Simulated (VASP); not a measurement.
A convergence study with VASP on Cu (fcc): one setting is varied, all else stays as given below, so the limit is that of these other settings.

```
CELL_PARAMETERS angstrom
      0.00000     1.80500     1.80500
      1.80500     0.00000     1.80500
      1.80500     1.80500     0.00000
ATOMIC_POSITIONS crystal
  Cu 0.00000 0.00000 0.00000
```

The numbers are results of LDA (Ceperley-Alder, Perdew-Zunger), VASP's LDA PAW potentials (set 64) (plane waves; VASP), not measurements. The tightest run used: 550 eV cut-off, 27×27×27 Γ-centred mesh, first-order Methfessel-Paxton smearing of 0.10 eV, potentials Cu.

### Question
The settings run are 1×1×1 mesh; 2×2×2 mesh; 3×3×3 mesh; 4×4×4 mesh; 5×5×5 mesh; 6×6×6 mesh; 8×8×8 mesh; 9×9×9 mesh; 10×10×10 mesh; 11×11×11 mesh; 12×12×12 mesh; 13×13×13 mesh; 15×15×15 mesh; 16×16×16 mesh; 17×17×17 mesh; 18×18×18 mesh; 19×19×19 mesh; 20×20×20 mesh; 22×22×22 mesh; 23×23×23 mesh; 24×24×24 mesh; 25×25×25 mesh; 26×26×26 mesh; 27×27×27 mesh. From which on does the energy per atom stay within 0.01 eV/atom of the tightest run?

### Answer
From 11×11×11 mesh on: it is off by 0.0066 there and by no more than 0.01 in any finer run, while 10×10×10 mesh is off by 0.0139.
```tsv
setting	E (eV/atom)	pressure (GPa)	irreducible k-points	difference judged (eV/atom)
1×1×1 mesh	-14.5087	-103.24	1	9.8325
2×2×2 mesh	-2.6025	15.70	3	2.0737
3×3×3 mesh	-5.0105	-15.29	4	0.3344
4×4×4 mesh	-4.5074	-9.50	8	0.1687
5×5×5 mesh	-4.7778	-11.86	10	0.1016
6×6×6 mesh	-4.6120	-9.98	16	0.0641
8×8×8 mesh	-4.6447	-10.27	29	0.0315
9×9×9 mesh	-4.6911	-11.09	35	0.0150
10×10×10 mesh	-4.6622	-10.83	47	0.0139
11×11×11 mesh	-4.6827	-11.42	56	0.0066
12×12×12 mesh	-4.6735	-11.26	72	0.0026
13×13×13 mesh	-4.6779	-11.24	84	0.0018
15×15×15 mesh	-4.6755	-11.39	120	0.0006
16×16×16 mesh	-4.6774	-11.06	145	0.0013
17×17×17 mesh	-4.6756	-11.38	165	0.0005
18×18×18 mesh	-4.6777	-10.97	195	0.0016
19×19×19 mesh	-4.6749	-11.25	220	0.0012
20×20×20 mesh	-4.6782	-11.12	256	0.0021
22×22×22 mesh	-4.6785	-11.14	328	0.0024
23×23×23 mesh	-4.6754	-11.20	364	0.0007
24×24×24 mesh	-4.6785	-11.09	413	0.0024
25×25×25 mesh	-4.6757	-11.16	455	0.0004
26×26×26 mesh	-4.6779	-11.10	511	0.0018
27×27×27 mesh	-4.6761	-11.14	560	0.0000
```

Left out are rungs that failed or repeat a setting and relaxations that didn't move; long series are thinned to 24 rows.

The compound is Cu in the fcc structure. The cell was not relaxed at this level.
